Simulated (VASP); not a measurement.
Input:

```xyz
4
Lattice="3.1422 0.0000 0.0000 0.0000 3.1422 0.0000 0.0000 0.0000 4.4208" Properties=species:S:1:pos:R:3 pbc="T T T"
Al     1.5711     1.5711     2.2104
Ga     0.0000     0.0000     0.0000
N      1.5711     0.0000     3.2706
N      0.0000     1.5711     1.1502
```

Method: PBEsol GGA with spin-orbit coupling, VASP's PBE PAW potentials (set 64) (plane waves; VASP). Settings: 520 eV cut-off, 6×6×5 Γ-centred mesh, Gaussian smearing of 0.050 eV, potentials Al Ga_d N.

**Question.** Give the energies of bands 17 to 30 at the high-symmetry points, in eV from the valence-band maximum.

**Answer.** 
```tsv
band	Γ	X	M	Z	R	A
17	-2.36	-4.47	-4.98	-2.56	-6.24	-4.38
18	-2.36	-4.47	-4.98	-2.56	-6.24	-4.38
19	-2.34	-2.97	-2.32	-1.58	-0.97	-4.01
20	-2.34	-2.97	-2.32	-1.58	-0.97	-4.01
21	-0.22	-2.89	-2.28	-1.57	-0.87	-3.29
22	-0.22	-2.89	-2.28	-1.57	-0.87	-3.29
23	-0.01	-0.99	-2.27	-1.02	-0.61	-3.28
24	-0.01	-0.99	-2.27	-1.02	-0.61	-3.28
25	0.00	-0.71	-2.27	-1.00	-0.58	-3.25
26	0.00	-0.71	-2.27	-1.00	-0.58	-3.25
27	2.79	7.07	3.19	5.15	5.14	6.09
28	2.79	7.07	3.19	5.15	5.14	6.09
29	3.44	7.09	3.21	5.31	6.50	6.10
30	3.44	7.09	3.21	5.31	6.50	6.10
```

The gap is direct, 2.80 eV, from the valence maximum at Γ to the conduction minimum at Γ.

The structure comes from a computed database's AlGaN2 entry (P-4m2); how it stands against other phases isn't given here. It was relaxed first.
